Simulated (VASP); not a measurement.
Here is the system:

```
CdS
1.0
    0.00000     2.90777     2.90777
    2.90777     0.00000     2.90777
    2.90777     2.90777     0.00000
Cd S
1 1
Direct
  0.00000   0.00000   0.00000
  0.25000   0.25000   0.25000
```

Level of theory: PBE0 hybrid, VASP's PBE PAW potentials (set 64) (plane waves; VASP 6.6.1). Run with 520 eV cut-off, 6×6×6 Γ-centred mesh, Gaussian smearing of 0.050 eV, potentials Cd S.

Estimate the energy per atom (σ→0), pressure, band gap (on the k-mesh) with the smallest direct gap where there is one.

```json
{
 "band gap (on the k-mesh)": "2.84 eV",
 "smallest direct gap (on the k-mesh)": "2.84 eV",
 "energy per atom (σ→0)": "-4.080 eV/atom",
 "pressure": "24.8 kbar"
}
```

Total energies compare only between runs with the same potentials, cut-off and functional.

The compound is CdS in the zinc blende structure, a metastable form; wurtzite is the usual one. This cell is one point of a volume scan, at 0.94 of the reference volume. The cell's shape comes from a PBE relaxation.
